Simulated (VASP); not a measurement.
These are PBE GGA, VASP's PBE PAW potentials (set 64) (plane waves; VASP 6.6.1) values and carry that method's errors.

Input for VASP

POSCAR:
```
Y3Be
1
   -2.3736800000     2.3736800000     5.2872380000
    2.3736800000    -2.3736800000     5.2872380000
    2.3736800000     2.3736800000    -5.2872380000
Y Be
3 1
Direct
  0.5000000000   0.5000000000   0.0000000000
  0.7500000000   0.2500000000   0.5000000000
  0.2500000000   0.7500000000   0.5000000000
  0.0000000000   0.0000000000   0.0000000000
```

INCAR:
```
ALGO = Normal
EDIFF = 1E-6
ENCUT = 300
GGA = PE
ISIF = 2
ISMEAR = -1
LASPH = .True.
LCHARG = .False.
LMAXMIX = 4
LREAL = .False.
LWAVE = .False.
NELM = 100
PREC = Accurate
SIGMA = 0.136
SYSTEM = Y3Be
```

### KPOINTS
```
Automatic mesh
0
Gamma
5 5 5
0 0 0
```

POTCAR, in this order: Y_sv Be (PBE.64 set). Program: vasp_std.

Output

File OUTCAR:
```
 ion  position               nearest neighbor table
   1  0.500  0.500  0.000-   4 3.36   4 3.36   4 3.36   4 3.36   3 3.55   3 3.55   2 3.55   2 3.55
                             3 3.55   2 3.55   3 3.55   2 3.55
   2  0.750  0.250  0.500-   3 3.36   3 3.36   3 3.36   3 3.36   1 3.55   1 3.55   1 3.55   1 3.55
  LATTYP: Found a body centered tetragonal cell.
 ALAT       =     4.7473600000
 C/A-ratio  =     2.2274434633
 Subroutine PRICEL returns:
 Original cell was already a primitive cell.
 Subroutine GETGRP returns: Found 16 space group operations
The static configuration has the point symmetry D_4h.
The dynamic configuration has the point symmetry D_4h.
 Subroutine INISYM returns: Found 16 space group operations
 Subroutine IBZKPT returns following result:
 Found     18 irreducible k-points:

 Following reciprocal coordinates:
            Coordinates               Weight
  0.000000  0.000000  0.000000      1.000000
  0.200000  0.000000 -0.000000      8.000000
  0.400000  0.000000 -0.000000      8.000000
  0.200000  0.200000  0.000000      8.000000
  0.400000  0.200000 -0.000000     16.000000
 -0.400000  0.200000 -0.000000     16.000000
 -0.200000  0.200000  0.000000      4.000000
  0.400000  0.400000 -0.000000      8.000000
 -0.400000  0.400000  0.000000      4.000000
  0.200000  0.200000  0.200000      8.000000
 -0.200000  0.200000  0.200000      4.000000
 -0.400000  0.400000  0.200000      8.000000
 -0.200000  0.400000  0.200000      8.000000
 -0.400000 -0.400000  0.200000      8.000000
 -0.200000 -0.400000  0.200000      8.000000
 -0.200000 -0.200000  0.200000      2.000000
 -0.400000  0.400000  0.400000      4.000000
 -0.400000 -0.400000  0.400000      2.000000
   k-points           NKPTS =     18   k-points in BZ     NKDIM =     18   number of bands    NBANDS=     21
   number of dos      NEDOS =    301   number of ions     NIONS =      4
   total plane-waves  NPLWV =  46656
   dimension x,y,z NGX =    36 NGY =   36 NGZ =   36
   dimension x,y,z NGXF=    72 NGYF=   72 NGZF=   72
   ions per type =               3   1
   PREC   = accura    normal or accurate (medium, high low for compatibility)
   ISTART =      0    job   : 0-new  1-cont  2-samecut
   ICHARG =      2    charge: 1-file 2-atom 10-const
   ISPIN  =      1    spin polarized calculation?
   LNONCOLLINEAR =      F non collinear calculations
   LSORBIT =      F    spin-orbit coupling
   INIWAV =      1    electr: 0-lowe 1-rand  2-diag
   ENCUT  =  300.0 eV  22.05 Ry    4.70 a.u.   8.84  8.84  8.84*2*pi/ulx,y,z
   NELM   =    100;   NELMIN=  2; NELMDL= -5     # of ELM steps
   EDIFF  = 0.1E-05   stopping-criterion for ELM
   LREAL  =      F    real-space projection
   NLSPLINE    = F    spline interpolate recip. space projectors
   LMAXMIX     =    4 max onsite mixed and CHGCAR
   VOSKOWN=      0    Vosko Wilk Nusair interpolation
   EDIFFG = 0.1E-04   stopping-criterion for IOM
   NSW    =      0    number of steps for IOM
   NBLOCK =      1;   KBLOCK =      1    inner block; outer block
   IBRION =     -1    ionic relax: 0-MD 1-quasi-New 2-CG
   NFREE  =      0    steps in history (QN), initial steepest desc. (CG)
   ISIF   =      2    stress and relaxation
   ISYM   =      2    0-nonsym 1-usesym 2-fastsym
   TEIN   =    0.0    initial temperature
   TEBEG  =    0.0;   TEEND  =   0.0 temperature during run
   SMASS  =  -3.00    Nose mass-parameter (am)
   PSTRESS=    0.0 pullay stress
   NELECT =      35.0000    total number of electrons
   EFERMI =   0.00;   METHOD = LEGACY
   ISMEAR =    -1;   SIGMA  =   0.14  broadening in eV -4-tet -1-fermi 0-gaus
   IALGO  =     38    algorithm
   LDIAG  =      T    sub-space diagonalisation (order eigenvalues)
   IMIX   =      4    mixing-type and parameters
     AMIX     =   0.40;   BMIX     =  1.00
     AMIX_MAG =   1.60;   BMIX_MAG =  1.00
...
```

OSZICAR:
```
       N       E                     dE             d eps       ncg     rms          rms(c)
DAV:   1     0.128504773772E+03    0.12850E+03   -0.13261E+04   788   0.104E+03
DAV:   2    -0.512418608663E+01   -0.13363E+03   -0.13083E+03   831   0.270E+02
DAV:   3    -0.218861102007E+02   -0.16762E+02   -0.16298E+02  1464   0.529E+01
DAV:   4    -0.228938720480E+02   -0.10078E+01   -0.98653E+00  1035   0.139E+01
DAV:   5    -0.229292696032E+02   -0.35398E-01   -0.35174E-01  1201   0.243E+00    0.354E+01
DAV:   6    -0.218114305601E+02    0.11178E+01   -0.46793E+00   811   0.760E+00    0.244E+01
DAV:   7    -0.217652239130E+02    0.46207E-01   -0.15633E+00  1261   0.613E+00    0.466E+00
DAV:   8    -0.217554658330E+02    0.97581E-02   -0.29338E-01  1080   0.271E+00    0.142E+00
DAV:   9    -0.217531120620E+02    0.23538E-02   -0.37173E-02  1055   0.115E+00    0.563E-01
DAV:  10    -0.217524657210E+02    0.64634E-03   -0.67010E-03  1148   0.585E-01    0.107E-01
DAV:  11    -0.217524586655E+02    0.70555E-05   -0.60682E-04  1158   0.136E-01    0.458E-02
DAV:  12    -0.217524486023E+02    0.10063E-04   -0.65762E-05  1030   0.589E-02    0.127E-02
DAV:  13    -0.217524503306E+02   -0.17283E-05   -0.12443E-05  1128   0.209E-02    0.649E-03
DAV:  14    -0.217524499775E+02    0.35314E-06   -0.11209E-06   628   0.733E-03
   1 F= -.21752450E+02 E0= -.21555464E+02  d E =-.393972E+00
```

File OUTCAR:
```
------------------------ aborting loop because EDIFF is reached ----------------------------------------
  FORCE on cell =-STRESS in cart. coord.  units (eV):
  Direction    XX          YY          ZZ          XY          YZ          ZX
  --------------------------------------------------------------------------------------
  Total       -3.1415060     -3.1415060     -4.1372559      0.0000000     -0.0000000      0.0000000
  in kB      -42.2391605    -42.2391605    -55.6275292      0.0000000     -0.0000000      0.0000000
  external PRESSURE =     -46.7019501 kB  Pullay stress =       0.0000000 kB
  volume of cell :      119.16
      direct lattice vectors                 reciprocal lattice vectors
    -2.373680000  2.373680000  5.287238000     0.000000000  0.210643389  0.094567334
     2.373680000 -2.373680000  5.287238000     0.210643389  0.000000000  0.094567334
     2.373680000  2.373680000 -5.287238000     0.210643389  0.210643389  0.000000000
 POSITION                                       TOTAL-FORCE (eV/Angst)
 -----------------------------------------------------------------------------------
      0.00000      0.00000      5.28724        -0.000000     -0.000000      0.000000
      0.00000      2.37368      2.64362         0.000000     -0.000000     -0.000000
      2.37368      0.00000      2.64362        -0.000000      0.000000     -0.000000
      0.00000      0.00000      0.00000        -0.000000     -0.000000      0.000000
 -----------------------------------------------------------------------------------
    total drift:                               -0.000000      0.000000     -0.000000
  FREE ENERGIE OF THE ION-ELECTRON SYSTEM (eV)
  ---------------------------------------------------
  free  energy   TOTEN  =       -21.7524499775 eV

  energy  without entropy=      -21.3584777297  energy(sigma->0) =      -21.55546385
```
(Selected blocks of OUTCAR.)

At this cut-off the stress carries a Pulay error, which pulls relaxed volumes low.

The structure was generated: Y3Be was put into an ordered model structure, which need not be its known phase. The cell was not relaxed at this level. The k-mesh is coarse (spacing up to 0.37 per Å, 2π included), so the numbers may not be converged in it. The electron count is odd and the run is not spin-polarised, which forces a metal.
